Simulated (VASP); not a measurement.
An input for Quantum ESPRESSO's pw.x (written as the equivalent of a VASP run, and not itself run):

```
&CONTROL
  calculation = 'scf'
  pseudo_dir = './pseudo'
  outdir = './out'
  tprnfor = .true.
  tstress = .true.
/
&SYSTEM
  ibrav = 0
  nat = 2
  ntyp = 2
  ecutwfc = 84
  occupations = 'smearing'
  smearing = 'fermi-dirac'
  degauss = 0.003675
  input_dft = 'pbe'
/
&ELECTRONS
  conv_thr = 7.3e-08
  electron_maxstep = 100
/
ATOMIC_SPECIES
  Al 26.982 Al.upf
  N 14.007 N.upf
CELL_PARAMETERS angstrom
     0.0000000    2.1938230    2.1938230
     2.1938230    0.0000000    2.1938230
     2.1938230    2.1938230    0.0000000
ATOMIC_POSITIONS crystal
  Al   0.0000000  0.0000000  0.0000000
  N    0.7500000  0.7500000  0.7500000
K_POINTS automatic
  4 4 4 0 0 0
```

Translate this input to VASP (INCAR, KPOINTS, POSCAR, choice of POTCAR).

One answer among several that fit: 
### POSCAR
```
AlN
1
    0.0000000000     2.1938230000     2.1938230000
    2.1938230000     0.0000000000     2.1938230000
    2.1938230000     2.1938230000     0.0000000000
Al N
1 1
Direct
  0.0000000000   0.0000000000   0.0000000000
  0.7500000000   0.7500000000   0.7500000000
```

### INCAR
```
! general
SYSTEM=AlN
PREC  =Accurate
ENCUT =400   ! plane-wave cut-off (eV)
LREAL =F
LASPH =T   ! aspherical one-centre terms

! electronic loop
EDIFF =1E-6
NELM  =100   ! most electronic steps
ALGO  =Normal   ! blocked Davidson

! smearing
ISMEAR=-1
SIGMA =0.05

! functional
GGA   =PE   ! PBE

! ions
ISIF  =2

! output
LWAVE =F
LCHARG=F
```

File KPOINTS:
```
Automatic mesh
0
Gamma
4 4 4
0 0 0
```

POTCAR, in this order: Al N (PBE.64 set). Program: vasp_std.

The two are equivalent in intent, not identical: the potentials are each code's own (VASP's PAW set, PseudoDojo norm-conserving files in pw.x), so ENCUT and ecutwfc are chosen apart and not converted; conv_thr bounds pw.x's estimated SCF error, while EDIFF bounds the energy change between steps.

The structure comes from a computed database's AlN entry; how it stands against other phases isn't given here. The cell was not relaxed at this level. The k-mesh is coarse (spacing up to 0.62 per Å, 2π included), so the numbers may not be converged in it. The run is one of a series of settings (KPOINTS 4×4×4 Γ-centred mesh against the base run), some of them coarse on purpose.
